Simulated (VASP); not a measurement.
Energy against volume of GaN (wurtzite). Calculation: MS2 meta-GGA, VASP's PBE PAW potentials (set 64) (plane waves; VASP 6.6.1). Settings: 520 eV cut-off, 8×8×5 Γ-centred mesh, Gaussian smearing of 0.050 eV, potentials Ga_d N.

Shape and ions are relaxed at each volume.

```csv
V (Å³/atom),E (eV/atom)
10.844,-7.87782
11.179,-7.88623
11.514,-7.88219
11.850,-7.86808
```

### Question
Fit these four points and predict the energy of the run at 10.508 Å³/atom.

### Answer
A cubic in V^(−2/3), the third-order Birch-Murnaghan form, passes through the four points with V0 = 11.23 Å³/atom and B0 = 193 GPa, and gives -7.8539 eV/atom there. The run gave -7.8540 eV/atom, -0.1 meV/atom from the fit; all five points give B0 = 193 GPa.

The compound is GaN in the wurtzite structure. It was relaxed first.
